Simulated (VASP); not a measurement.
Runs of VASP 6.6.1 on SiF. Symmetry: Pm-3m, No. 221, cubic system. Conventional cell: a = 3.029 Å, b = 3.029 Å, c = 3.029 Å, α = 90.00°, β = 90.00°, γ = 90.00°. Si (site symmetry m-3m) has 8 F at 2.62 Å as nearest neighbours. F (site symmetry m-3m) has 8 Si at 2.62 Å as nearest neighbours. The cell was built by a generator and needn't be a form met in nature.

```csv
level,gap on the mesh (eV),pressure (GPa),relaxed volume (Å³/atom)
PBE+D4,none,0.0,(b)
PBE+MBD,none,-0.1,13.55
PBE+TS,none,0.0,(a)
PBE+D3(BJ),none,0.0,13.59
PBE+D2,none,-0.1,13.72
```

Alike in all rows: task relaxation of cell and atoms; potentials or basis VASP PAW PBE potentials, release 64 (Si, F); no spin polarisation; cell relaxed; k mesh 9 × 9 × 9; cutoff (eV) 600; smearing fermi-dirac 0.05 eV.

Q: Estimate the missing entries.

A: (a) 13.60; (b) 13.86.

Caveats: an odd number of electrons without spin polarisation forces a metal; a magnetic or distorted state may lie lower; pairwise dispersion overbinds metals, which lowers pressure and volume; atom-pairwise D2, TS and ULG terms overbind metals (some runs).

A gap of «none» marks a metal or a gap under the smearing width.
